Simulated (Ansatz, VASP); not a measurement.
# Cross-check of HfGe (zincblende type (invented)) between VASP and Ansatz

Wanted: the spread between two codes on one cell, functional and k mesh. The cell is generated by rule, not measured, and may not be a known phase. Of the first pair: The two relaxations start from unlike cells of this crystal (the structure described is Ansatz's start), so only their ends are compared.

Calculated with Ansatz 0.2.0; plane waves, with VASP 6.6.1 beside it; relaxation of cell and atoms at PBE.

## 1. The starting structure

It takes space group F-43m (No. 216, cubic). Conventional cell: a = 6.882 Å, b = 6.882 Å, c = 6.882 Å, α = 90.00°, β = 90.00°, γ = 90.00°. Hf has 4 Ge at 2.98 Å nearest. Ge has 4 Hf at 2.98 Å nearest. Farther neighbours are not listed.

As a file:

```
Hf Ge
1.0
     0.00000    3.44101    3.44101
     3.44101    0.00000    3.44101
     3.44101    3.44101    0.00000
Hf Ge
1 1
Direct
  0.00000 0.00000 0.00000
  0.75000 0.75000 0.75000
```

## 2. VASP: relaxation of cell and atoms, PBE, pair 1

The relaxed volume is the usual yardstick between codes: in a stiff, nearly cubic crystal its relative difference is about their pressure difference at one cell divided by the bulk modulus.

Lines of VASP's logs that name or quote its potential files are left out, and so is its time.

INCAR reads:

```
SYSTEM = HfGe
PREC = Accurate
ENCUT = 500
EDIFF = 1E-07
NELM = 120
ISMEAR = 0
SIGMA = 0.1
LREAL = .FALSE.
ALGO = Normal
GGA = PE
NBANDS = 18
LASPH = .TRUE.
LORBIT = 11
LWAVE = .FALSE.
LCHARG = .FALSE.
ISIF = 3
IBRION = 2
NSW = 80
EDIFFG = -0.005
GGA_COMPAT = .FALSE.
NELMIN = 4
EFERMI = MIDGAP
KPAR = 2
```

POSCAR reads:

```
HfGe
1.0
    0.0000000000      3.0474477075      3.0474477075
    3.0474477075      0.0000000000      3.0474477075
    3.0474477075      3.0474477075      0.0000000000
Hf Ge
1 1
Direct
    0.0000000000      0.0000000000      0.0000000000
    0.7500000000      0.7500000000      0.7500000000
```

KPOINTS reads:

```
Automatic mesh
0
Gamma
6 6 6
0 0 0
```

Potentials, in the order of the species: Hf_pv and Ge_d (PBE family, release 64).

Started as:

```bash
mpirun -np 2 vasp_std
```

Numbers of over 12 decimals in the logs are rounded to 6 here.

The program printed:

```text
[banner, memory and clock lines left out]
running    2 mpi-ranks, on    1 nodes
 distrk:  each k-point on    1 cores,    2 groups
 distr:  one band on    1 cores,    1 groups

 POSCAR found type information on POSCAR HfGe
 POSCAR found :  2 types and       2 ions
 LDA part: xc-table for (Slater+PW92), standard interpolation
 POSCAR, INCAR and KPOINTS ok, starting setup
 FFT: planning ... GRIDC
 FFT: planning ... GRID_SOFT
 FFT: planning ... GRID
 WAVECAR not read
 entering main loop
       N       E                     dE             d eps       ncg     rms          rms(c)
DAV:   1     0.149751615119E+03    0.14975E+03   -0.12356E+04   600   0.247E+03
DAV:   2     0.216121827548E+01   -0.14759E+03   -0.14408E+03   602   0.503E+02
DAV:   3    -0.147061956343E+02   -0.16867E+02   -0.16620E+02   714   0.112E+02
DAV:   4    -0.152620650621E+02   -0.55587E+00   -0.55515E+00   648   0.218E+01
DAV:   5    -0.152727117167E+02   -0.10647E-01   -0.10646E-01   726   0.346E+00    0.371E+01
DAV:   6    -0.138157423640E+02    0.14570E+01   -0.39280E+00   884   0.135E+01    0.235E+01
DAV:   7    -0.137664383790E+02    0.49304E-01   -0.10668E+00   626   0.698E+00    0.499E+00
DAV:   8    -0.137429194506E+02    0.23519E-01   -0.22934E-01   730   0.292E+00    0.129E+00
DAV:   9    -0.137411448403E+02    0.17746E-02   -0.17510E-02   750   0.119E+00    0.441E-01
DAV:  10    -0.137410538044E+02    0.91036E-04   -0.92467E-04   724   0.351E-01    0.218E-01
DAV:  11    -0.137410870722E+02   -0.33268E-04   -0.10947E-04   746   0.756E-02    0.388E-02
DAV:  12    -0.137410786162E+02    0.84560E-05   -0.62154E-05   612   0.500E-02    0.395E-03
DAV:  13    -0.137410789752E+02   -0.35903E-06   -0.29856E-06   620   0.125E-02    0.455E-03
DAV:  14    -0.137410788924E+02    0.82859E-07   -0.74526E-07   502   0.373E-03
   1 F= -.13741079E+02 E0= -.13740610E+02  d E =-.137411E+02
 curvature:   0.00 expect dE= 0.000E+00 dE for cont linesearch  0.000E+00
 trial: gam= 0.00000 g(F)=  0.138E-48 g(S)=  0.227E-04 ort = 0.000E+00 (trialstep = 0.100E+01)
 search vector abs. value=  0.227E-04
 bond charge predicted
       N       E                     dE             d eps       ncg     rms          rms(c)
DAV:   1    -0.137414204769E+02   -0.34150E-03   -0.53731E-03   756   0.101E+00    0.161E-01
DAV:   2    -0.137411612729E+02    0.25920E-03   -0.47278E-04   756   0.276E-01    0.531E-02
DAV:   3    -0.137410919069E+02    0.69366E-04   -0.10744E-04   756   0.112E-01    0.196E-02
DAV:   4    -0.137410834884E+02    0.84186E-05   -0.64253E-06   882   0.189E-02    0.133E-02
DAV:   5    -0.137410826820E+02    0.80640E-06   -0.10241E-06   626   0.102E-02    0.492E-03
DAV:   6    -0.137410830731E+02   -0.39111E-06   -0.24985E-07   428   0.645E-03    0.686E-04
DAV:   7    -0.137410830077E+02    0.65358E-07   -0.39693E-08   318   0.264E-03
   2 F= -.13741083E+02 E0= -.13740605E+02  d E =-.411537E-05
 trial-energy change:   -0.000004  1 .order   -0.000002   -0.000023    0.000018
 step:   0.6184(harm=  0.5617)  dis= 0.00000  next Energy=   -13.741086 (dE=-0.741E-05)
 bond charge predicted
       N       E                     dE             d eps       ncg     rms          rms(c)
DAV:   1    -0.137411358142E+02   -0.52741E-04   -0.78382E-04   754   0.385E-01    0.618E-02
DAV:   2    -0.137410987902E+02    0.37024E-04   -0.68838E-05   756   0.105E-01    0.203E-02
DAV:   3    -0.137410884110E+02    0.10379E-04   -0.15604E-05   754   0.426E-02    0.749E-03
DAV:   4    -0.137410866372E+02    0.17737E-05   -0.93729E-07   818   0.724E-03    0.502E-03
DAV:   5    -0.137410860501E+02    0.58718E-06   -0.15119E-07   470   0.407E-03    0.187E-03
DAV:   6    -0.137410858877E+02    0.16233E-06   -0.32942E-08   306   0.241E-03    0.227E-04
DAV:   7    -0.137410859061E+02   -0.18325E-07   -0.58540E-09   300   0.953E-04
   3 F= -.13741086E+02 E0= -.13740611E+02  d E =-.701371E-05
 curvature:  -0.28 expect dE=-0.767E-08 dE for cont linesearch -0.767E-08
 trial: gam= 0.00000 g(F)=  0.247E-48 g(S)=  0.278E-07 ort =-0.794E-06 (trialstep = 0.924E+00)
 search vector abs. value=  0.279E-07
 reached required accuracy - stopping structural energy minimisation
```

From OUTCAR (step 2):

```text
ion  position               nearest neighbor table
   1  0.000  0.000  0.000-   2 2.64   2 2.64   2 2.64   2 2.64
   2  0.750  0.750  0.750-   1 2.64   1 2.64   1 2.64   1 2.64

  LATTYP: Found a face centered cubic cell.
 ALAT       =     6.0948954150

 Subroutine GETGRP returns: Found 24 space group operations
 (whereof 24 operations were pure point group operations)

The static configuration has the point symmetry T_d .

 Found     16 irreducible k-points:

   k-points           NKPTS =     16   k-points in BZ     NKDIM =     16   number of bands    NBANDS=     18

   dimension x,y,z NGX =    32 NGY =   32 NGZ =   32
   dimension x,y,z NGXF=    64 NGYF=   64 NGZF=   64

   ENCUT  =  500.0 eV  36.75 Ry    6.06 a.u.   7.86  7.86  7.86*2*pi/ulx,y,z

   NELECT =      24.0000    total number of electrons

 k-points in reciprocal lattice and weights: Automatic mesh
   0.00000000  0.00000000  0.00000000       0.005
   0.16666667  0.00000000  0.00000000       0.037
   0.33333333  0.00000000  0.00000000       0.037
   0.50000000  0.00000000  0.00000000       0.019
   0.16666667  0.16666667  0.00000000       0.028
   0.33333333  0.16666667  0.00000000       0.111
   0.50000000  0.16666667  0.00000000       0.111
  -0.33333333  0.16666667  0.00000000       0.111
  -0.16666667  0.16666667  0.00000000       0.056
[...]
-0.33333333  0.33333333  0.16666667       0.111
  -0.33333333  0.50000000  0.16666667       0.056

 average (electrostatic) potential at core
       1 -40.3885       2 -74.9042

 E-fermi :   2.6684

 k-point     1 :       0.0000    0.0000    0.0000
  band No.  band energies     occupation
    ...
      8     -20.2810      2.00000
      9      -6.2534      2.00000
     10       1.3178      2.00000
     11       1.3178      2.00000
     12       1.3178      2.00000
     13       4.3513      0.00000
     14       4.3513      0.00000
     15       5.9015      0.00000
     16       9.8725      0.00000
     17       9.8725      0.00000
    ...

 k-point     2 :       0.1667    0.0000    0.0000
  band No.  band energies     occupation
    ...
      8     -20.2801      2.00000
      9      -5.9862      2.00000
     10       0.7910      2.00000
     11       1.4425      2.00000
     12       1.4425      2.00000
     13       4.2497      0.00000
     14       4.2497      0.00000
     15       6.8145      0.00000
     16       8.0527      0.00000
     17       9.5752      0.00000
    ...

 k-point     3 :       0.3333    0.0000    0.0000
  band No.  band energies     occupation
    ...
      8     -20.2793      2.00000
      9      -5.3700      2.00000
     10       0.0471      2.00000
     11       1.6262      2.00000
     12       1.6262      2.00000
     13       4.3907      0.00000
     14       4.3907      0.00000
     15       5.5318      0.00000
     16       7.7984      0.00000
     17       8.1767      0.00000
    ...

  Total        0.0006196      0.0006196      0.0006196      0.0000000      0.0000000     -0.0000000
  in kB        0.0175518      0.0175518      0.0175518      0.0000000      0.0000000     -0.0000000
  external PRESSURE =       0.0175518 kB  Pullay stress =       0.0000000 kB

  energy-cutoff  :      500.00
  volume of cell :       56.56
      direct lattice vectors                 reciprocal lattice vectors
     0.000000000  3.046642303  3.046642303    -0.164115098  0.164115098  0.164115098
     3.046642303 -0.000000000  3.046642303     0.164115098 -0.164115098  0.164115098
     3.046642303  3.046642303  0.000000000     0.164115098  0.164115098 -0.164115098

 POSITION                                       TOTAL-FORCE (eV/Angst)
 -----------------------------------------------------------------------------------
      0.00000      0.00000      0.00000        -0.000000     -0.000000     -0.000000
      4.56996      4.56996      4.56996         0.000000      0.000000      0.000000
 -----------------------------------------------------------------------------------
    total drift:                               -0.000000     -0.000000      0.000000

  FREE ENERGIE OF THE ION-ELECTRON SYSTEM (eV)
  ---------------------------------------------------
  free  energy   TOTEN  =       -13.7410859061 eV

  energy  without entropy=      -13.7401363792  energy(sigma->0) =      -13.74061114

 reached required accuracy - stopping structural energy minimisation

 total charge
# of ion       s       p       d       tot
------------------------------------------
    1        0.349   6.313   1.447   8.109
    2        1.150   1.462   9.967  12.579
--------------------------------------------------
tot          1.500   7.775  11.413  20.688

[... 3 further parts left out ...]
```

CONTCAR:

```
HfGe
   1.00000000000000
     0.0000000000000000    3.0466423029980749    3.0466423029980749
     3.0466423029980749   -0.0000000000000000    3.0466423029980749
     3.0466423029980749    3.0466423029980749    0.0000000000000000
  Hf              Ge
     1     1
Direct
     0.0000000000000000    0.0000000000000000    0.0000000000000000
     0.7500000000000000    0.7500000000000000    0.7500000000000000
```

The gap is under twice the smearing width, so the edge states are partly filled and the run can't tell a small gap from a semimetal.

## 3. Ansatz: relaxation of cell and atoms, PBE, pair 1

Ansatz runs on its default PAW (the set named soft_2) files.

Its own start cell and the same functional, mesh and smearing now go to Ansatz, which takes its cutoff from its data sets.

input.yaml reads:

```yaml
crystal:
  lattice:
    - [0.0, 3.44101, 3.44101]
    - [3.44101, 0.0, 3.44101]
    - [3.44101, 3.44101, 0.0]
  atoms:
    - { symbol: Hf, position: [0.0, 0.0, 0.0] }
    - { symbol: Ge, position: [0.75, 0.75, 0.75] }
kpoints:
  mp_grid: { grid: [6, 6, 6] }
hamiltonian:
  xc: pbe
scf:
  occupations: { method: gaussian, width: 0.1 }
output:
  forces: true
  stress: true
  eigenvalues: true
relax:
  adjacent_minimum: "off"
  f_tol: 0.05
  max_steps: 80
  cell: { stress_tol: 0.5 }
```

Started as:

```bash
ansatz run input.yaml --threads 2 --pin off --max-ram 5120MiB --backend cpu --events-out ev --progress --plain --runs-dir out
```

The program printed:

```text
The last accepted step is kept in <dir> (removed where the run ends without a failure and the disk answers)
Engine: ansatz 0.2.0, aarch64-unknown-linux-gnu
Pseudopotentials: kind: paw
Pseudopotential: Hf, paw, valence charge 26, recommended cutoff 420 eV (normal), Hf.paw.azcp
Pseudopotential: Ge, paw, valence charge 14, recommended cutoff 420 eV (normal), Ge.paw.azcp
Functional definition: PBE
  parameter kappa = 0.804
  parameter beta = 0.066725
  exchange = pbe_x(kappa = kappa, mu = beta*pi^2/3)
  correlation = pbe_c(beta = beta)
Crystal: 2 atoms, lattice volume = 81.487 Å³
Basis set: ecut = 420 eV, 1639 PW (Γ), exchange–correlation on 72×72×72 points (8 copies of the dense FFT grid, shifted against one another)
Bands: 24, of which v1, the nominal top of the filled ones, is band 20 counted from 1 (19 counted from 0)
Symmetry: 24 space group operations
Space group: F-43m (ITA 216), of the structure as read, at distance tolerance 4.3e-5 Å
k-points: 16 of 216 (time reversal used)
Non-local potential: Hf, projectors of the file, l = 0: 3, l = 1: 2, l = 2: 2, l = 3: 3
Non-local potential: Ge, projectors of the file, l = 0: 2, l = 1: 2, l = 2: 3, l = 3: 1
PAW form: soft (Blöchl's): semilocal exchange-correlation on the pseudo side does not see the compensation charge
PAW one-centre angular grid: Hf, 590 points (default); XC on 64 Gauss nodes
PAW one-centre angular grid: Ge, 590 points (default); XC on 64 Gauss nodes
Initial density: superposition of atomic densities (neutral atoms: chi_scale 0, normalization atom), corrected by the library's trained network
Initial wavefunctions: pseudopotential atomic-orbital guess
Functional: x = pbe(κ = 0.804, μ = 0.219515), c = pbe(β = 0.066725)
SCF iter   1: F=—  HF=-20014.469587 eV  |F-HF|=—  |Δ(HF+E_count)|=         —  Δρ=3.75e-3  dr2=1.80e-2  ethr=1.77e-3  ⟨swp⟩=3.7  Hψ=1348  notcnv=0
preconditioner: auto → none  [insulator: Δε(μ)=0.590 eV  Ē_g=15.456 eV  σ=0.100 eV  W_gap=1.00  n_scr=14 (ndim 8)  ℏωp=23.3 eV  f_vac=0.181  D(μ)=0.00/eV (n_scr^D=0)  ε∞_Penn≈3.3]
SCF iter   2: F=—  HF=-20014.468880 eV  |F-HF|=—  |Δ(HF+E_count)|=   7.07e-4  Δρ=1.90e-3  dr2=2.54e-3  ethr=4.50e-5  ⟨swp⟩=2.0  Hψ=572  notcnv=0
SCF iter   3: F=—  HF=-20014.470130 eV  |F-HF|=—  |Δ(HF+E_count)|=   1.25e-3  Δρ=1.03e-3  dr2=1.63e-3  ethr=6.34e-6  ⟨swp⟩=2.0  Hψ=609  notcnv=0
SCF iter   4: F=—  HF=-20014.470006 eV  |F-HF|=—  |Δ(HF+E_count)|=   1.24e-4  Δρ=4.70e-4  dr2=1.77e-4  ethr=4.06e-6  ⟨swp⟩=2.0  Hψ=560  notcnv=0
SCF iter   5: F=—  HF=-20014.470073 eV  |F-HF|=—  |Δ(HF+E_count)|=   6.77e-5  Δρ=1.31e-4  dr2=9.95e-6  ethr=4.42e-7  ⟨swp⟩=2.0  Hψ=448  notcnv=0
SCF iter   6: F=—  HF=-20014.470081 eV  |F-HF|=—  |Δ(HF+E_count)|=   7.22e-6  Δρ=2.97e-5  dr2=3.79e-7  ethr=2.49e-8  ⟨swp⟩=2.2  Hψ=701  notcnv=0
SCF iter   7: F=-20014.470081 eV  HF=-20014.470081 eV  |F-HF|=4.23e-8  |Δ(HF+E_count)|=   3.86e-7  Δρ=9.57e-6  dr2=3.40e-8  ethr=2.50e-10  ⟨swp⟩=5.8  Hψ=1691  notcnv=0
SCF 1 converged in 7 iterations: F = -20014.470081 eV  dr2 = 3.40e-8
  greatest PAW one-centre occupation: 0.999 electrons in one spin orbital (limit 2), on the Hf atom at site 0 (counted from 0), in its partial waves of l = 0
relax step   1: F+E_penalty+E_count = -20014.47008098 eV  Δ(F+E_penalty+E_count) = +0.000e0 eV  max|allowed force component| = 2.220e-16 eV/Å  Δτ_max = 0.0000 Å  P = -11.103 GPa  Ω = 81.487 Å³  (7 SCF iters, dr2 threshold 1.00e-7 eV, accepted)
[...]
relax step   3: F+E_penalty+E_count = -20015.60736215 eV  Δ(F+E_penalty+E_count) = -4.098e-1 eV  max|allowed force component| = 2.706e-16 eV/Å  Δτ_max = 0.0000 Å  P = -3.010 GPa  Ω = 59.885 Å³  energy of the carried Pulay correction = +2.608e-3 eV  (7 SCF iters, dr2 threshold 2.00e-7 eV, accepted)
[...]
relax step   4: F+E_penalty+E_count = -20015.63304204 eV  Δ(F+E_penalty+E_count) = -2.568e-2 eV  max|allowed force component| = 8.442e-17 eV/Å  Δτ_max = 0.0000 Å  P = +1.328 GPa  Ω = 55.728 Å³  energy of the carried Pulay correction = +3.204e-3 eV  (7 SCF iters, dr2 threshold 2.00e-7 eV, accepted)
[...]
relax step   5: F+E_penalty+E_count = -20015.63743389 eV  Δ(F+E_penalty+E_count) = -4.392e-3 eV  max|allowed force component| = 1.804e-16 eV/Å  Δτ_max = 0.0000 Å  P = -0.094 GPa  Ω = 56.938 Å³  energy of the carried Pulay correction = +3.027e-3 eV  (5 SCF iters, dr2 threshold 2.00e-7 eV, accepted)
[...]
relax step   6: F+E_penalty+E_count = -20015.63539629 eV  Δ(F+E_penalty+E_count) = +2.038e-3 eV  max|allowed force component| = 1.527e-16 eV/Å  Δτ_max = 0.0000 Å  P = -0.112 GPa  Ω = 56.938 Å³  stress off target by 1.12e-1 GPa  SCF on the basis re-selected at this cell (its energy is not comparable with the rows above)  (6 SCF iters)
basis re-selected at this cell: Δ(F+E_penalty+E_count) = +2.038e-3 eV, ΔP = -0.018 GPa vs the last step (what re-selecting the basis moved, of the pressure what is left beyond the Pulay correction that the steps carried, after the strain that the cell walked since its last selection, with what the two solves' SCF thresholds leave and, on support functions, any second-order correction that the steps lacked; it is no measure of the basis error at this ecutwfc). The dense FFT grid was sized anew with the basis: this SCF ran on 30×30×30 points, the steps before it on 36×36×36, so part of this shift can come from that change (see relax.cell in the input reference). [rest of the remark cut]
SCF converged after 6 iterations
Free energy (F): -20015.635396 eV
Harris-Foulkes:  -20015.635396 eV  (|F-HF|=1.75e-10)
Internal energy: -20015.634520 eV  (E = F + TS)
E sigma→0 (E₀):  -20015.634958 eV
Entropy (-TS):   -0.000876 eV (-0.438 meV/atom)
Fermi energy:    9.944699 eV
--- Per-component energies (eV) ---
  E_band       = -343.076699
  E_kinetic    = 532.011562
  E_local      = -9166.210445  (includes V_loc(G=0)·N_el)
  E_nonlocal   = -826.478582
  E_hartree    = 4166.542191
  E_xc         = -373.947662
  E_vxc        = -328.475019  (∫ρ·V_xc dr)
  E_paw        = -8945.747479  (= ΣΔE_a)
  E_vpaw       = 1112.991749  (= ΣTr[D̂ρ^β])
  E_aug_tail   = 0.000309  (compensation charges beyond the density's cutoff)
  E_ewald      = -5401.804414
  E_smearing   = -0.000876  (= −TS)
  E_closure    = 0.000000  (closes the sum)
  Σ components = -20015.635396   (vs F -20015.635396, Δ=0.00e0)
--- Forces (eV/Å), atoms counted from 1 ---
  atom   1  Hf     0.00000000     0.00000000     0.00000000
  atom   2  Ge    -0.00000000    -0.00000000    -0.00000000
  max |Σ_I F_I| component: 2.13e-16 eV/Å
--- Stress (GPa, compression-positive) ---
       -0.111754      -0.000000      -0.000000
       -0.000000      -0.111754      -0.000000
       -0.000000      -0.000000      -0.111754
  P = ⅓ Tr σ = -0.1118 GPa (-1.118 kbar)
--- Band table (eV; the first three rows and the last of 16) ---
  k-point 0: bands = [... 16 lower, 1.0670, 8.6042, 8.6042, 8.6042, 11.6233, 11.6233, 13.1588, 17.1173]
  k-point 1: bands = [... 16 lower, 1.3290, 8.0778, 8.7283, 8.7283, 11.5230, 11.5230, 14.0651, 15.2892]
  k-point 2: bands = [... 16 lower, 1.9337, 7.3337, 8.9107, 8.9107, 11.6630, 11.6630, 12.7889, 15.0492]
  k-point 15: bands = [... 16 lower, 2.7603, 7.1913, 8.5859, 9.6696, 10.1588, 11.7177, 12.1927, 13.0299]
--- Relaxed structure (5 steps of the walk, 5 accepted, 1 SCFs on fresh bases) ---
  F+E_penalty+E_count = -20015.63539629 eV   max|allowed force component| = 1.527e-16 eV/Å   (the final SCF, on the basis selected at the relaxed cell)
  cell:  # Å, volume = 56.9377 Å³
    - [0, 3.053444, 3.053444]
    - [3.053444, 0, 3.053444]
    - [3.053444, 3.053444, 0]
  atoms:
    - { symbol: Hf, position: [0, 0, 0] }
    - { symbol: Ge, position: [0.75, 0.75, 0.75] }
```

## 4. Differences

Known differences besides the potentials themselves: the data sets hold 40 valence electrons in Ansatz (on its default PAW (the set named soft_2) files) and 24 in VASP; the cutoff is 420 eV in Ansatz and 500 eV in VASP; Ansatz adds a Pulay correction to the stress that steers its cell, VASP none. Total energies have different zeros and are not compared.

Both answers:

```
                                         quantity  Ansatz   VASP  difference
                                      volume (Å³)   56.94  56.56     +0.67 %
edge a after relaxation, in the typed setting (Å)   4.318  4.309     +0.22 %
```

(Continued in part 2 of 2.)

[Lines on the potential files, build, host, timing and source positions are cut from VASP's logs without a mark.]

[Logs are printed without paths, hosts, clocks, repeated set-up lines and the standing remarks that a program may print on its own settings, such as how far it seeks lower states.]

[Hosts, paths, dates, database ids (printed as entryN), source tags and the programs' standing remarks are cut or masked in the printed files.]
